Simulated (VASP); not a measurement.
These are PBE GGA, VASP's PBE PAW potentials (set 64) (plane waves; VASP) values and carry that method's errors.

VASP ran on this input.

### KPOINTS
```
K-points
0
gamma
 1 1 1
```

INCAR:
```
MAGMOM = 64*0.0156
ISPIN = 2   ! spin-polarised
NELECT = 255.0
LCHARG = F
PREC = Normal
LORBIT = 10
ISMEAR = 0
ISYM = 0
LREAL = Auto   ! projection in real space or not
ALGO = Fast   ! Davidson, then RMM-DIIS
LASPH = T
EDIFFG = -0.03   ! ionic stop
EDIFF = 1E-5   ! SCF stop (eV)
ENCUT = 400   ! plane-wave cut-off (eV)
LWAVE = T
NUPDOWN = 1
ISIF = 2   ! forces and stress, cell fixed
NSW = 60   ! most ionic steps
IBRION = 2   ! conjugate gradients
NELM = 100   ! most electronic steps
SYSTEM = Al33As31
GGA = PE   ! PBE
SIGMA = 0.05   ! width (eV)
NELMIN = 4
LMAXMIX = 4   ! l cut-off of mixed one-centre charges
```

POSCAR:
```
Al33As31
1
   11.4648462108     0.0000000000     0.0000000000
    0.0000000000    11.4648462108    -0.0000000000
   -0.0000000000    -0.0000000000    11.4648462108
Al As
33 31
Direct
  0.5000000000   0.0000000000   0.0000000000
  0.7500000000   0.2500000000   0.0000000000
  0.7500000000   0.0000000000   0.2500000000
  0.0000000000   0.0000000000   0.0000000000
  0.2500000000   0.2500000000   0.0000000000
  0.5000000000   0.5000000000   0.0000000000
  0.7500000000   0.7500000000   0.0000000000
  0.2500000000   0.0000000000   0.2500000000
  0.4978540000   0.2461960000   0.2537740000
  0.6254120000   0.3791280000   0.3785100000
  0.7490380000   0.4989290000   0.2513390000
  0.5000000000   0.0000000000   0.5000000000
  0.7523820000   0.2483390000   0.5042240000
  0.7500000000   0.0000000000   0.7500000000
  0.0000000000   0.5000000000   0.0000000000
  0.2500000000   0.7500000000   0.0000000000
  0.0000000000   0.2500000000   0.2500000000
  0.2500000000   0.5000000000   0.2500000000
  0.5000000000   0.7500000000   0.2500000000
  0.0000000000   0.0000000000   0.5000000000
  0.2500000000   0.2500000000   0.5000000000
  0.4995310000   0.4975660000   0.5034070000
  0.7500000000   0.7500000000   0.5000000000
  0.2500000000   0.0000000000   0.7500000000
  0.5000000000   0.2500000000   0.7500000000
  0.7500000000   0.5000000000   0.7500000000
  0.0000000000   0.7500000000   0.2500000000
  0.0000000000   0.5000000000   0.5000000000
  0.2500000000   0.7500000000   0.5000000000
  0.0000000000   0.2500000000   0.7500000000
  0.2500000000   0.5000000000   0.7500000000
  0.5000000000   0.7500000000   0.7500000000
  0.0000000000   0.7500000000   0.7500000000
  0.6250000000   0.1250000000   0.1250000000
  0.8750000000   0.3750000000   0.1250000000
  0.8750000000   0.1250000000   0.3750000000
  0.1250000000   0.1250000000   0.1250000000
  0.3750000000   0.3750000000   0.1250000000
  0.6250000000   0.6250000000   0.1250000000
  0.8750000000   0.8750000000   0.1250000000
  0.3750000000   0.1250000000   0.3750000000
  0.8750000000   0.6250000000   0.3750000000
  0.6250000000   0.1250000000   0.6250000000
  0.8750000000   0.3750000000   0.6250000000
  0.8750000000   0.1250000000   0.8750000000
  0.1250000000   0.6250000000   0.1250000000
  0.3750000000   0.8750000000   0.1250000000
  0.1250000000   0.3750000000   0.3750000000
  0.3750000000   0.6250000000   0.3750000000
  0.6250000000   0.8750000000   0.3750000000
  0.1250000000   0.1250000000   0.6250000000
  0.3750000000   0.3750000000   0.6250000000
  0.6250000000   0.6250000000   0.6250000000
  0.8750000000   0.8750000000   0.6250000000
  0.3750000000   0.1250000000   0.8750000000
  0.6250000000   0.3750000000   0.8750000000
  0.8750000000   0.6250000000   0.8750000000
  0.1250000000   0.8750000000   0.3750000000
  0.1250000000   0.6250000000   0.6250000000
  0.3750000000   0.8750000000   0.6250000000
  0.1250000000   0.3750000000   0.8750000000
  0.3750000000   0.6250000000   0.8750000000
  0.6250000000   0.8750000000   0.8750000000
  0.1250000000   0.8750000000   0.8750000000
```

POTCAR, in this order: Al As (PBE.64 set). Program: vasp_gam.

### Question
What will the output report for the number of irreducible k-points (NKPTS), largest plane-wave count, FFT grid (NGX, NGY, NGZ)?

### Answer

```yaml
number of irreducible k-points (NKPTS): 1
largest_plane_wave_count: 13685
FFT grid (NGX, NGY, NGZ): 56 × 56 × 56
```

The cell is a supercell with a defect, built from AlAs (zinc blende): Al_As, charge -1.
